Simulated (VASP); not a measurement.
SnO$_{2}$ (rutile), at 0.96 of the tabulated volume:

```
CELL_PARAMETERS angstrom
      4.67594     0.00000     0.00000
      0.00000     4.67594     0.00000
      0.00000     0.00000     3.14689
ATOMIC_POSITIONS crystal
  Sn 0.00000 0.00000 0.00000
  Sn 0.50000 0.50000 0.50000
  O  0.30700 0.30700 0.00000
  O  0.80700 0.19300 0.50000
  O  0.19300 0.80700 0.50000
  O  0.69300 0.69300 0.00000
```

The lowest empty band near Γ, direction a*, from PBE with spin-orbit coupling in VASP (PAW); its two spin partners are averaged. The gap over the points computed is 1.74 eV, and the next band on that side lies 4.72 eV away at the edge.

Numerical set-up: 520 eV cut-off, 5×5×8 Γ-centred mesh, Gaussian smearing of 0.050 eV, potentials Sn_d O.

| distance from the edge in k (1/Å) | distance in energy (meV) |
|---|---|
| 0.018 | 5.2 |
| 0.025 | 10.0 |
| 0.035 | 19.6 |
| 0.050 | 39.6 |
| 0.070 | 76.6 |

Problem. Fit E(1 + αE) = ħ²k²/2m* (ħ²/2m0 = 3.810 eV Å²) and predict the row at 0.095 1/Å.

Solution. Least squares on the energies gives the electron mass m* = 0.237 m0 and α = 0.38 per eV, and so 137.9 meV. The run gave 138.1 meV, +0.2 meV from the fit.

Left out are points under 3 meV from the edge, since the levels carry 0.1 meV, and points farther than half the way to the next band.

The compound is SnO2 in the rutile structure. The cell was not relaxed at this level, forces remain on its atoms.
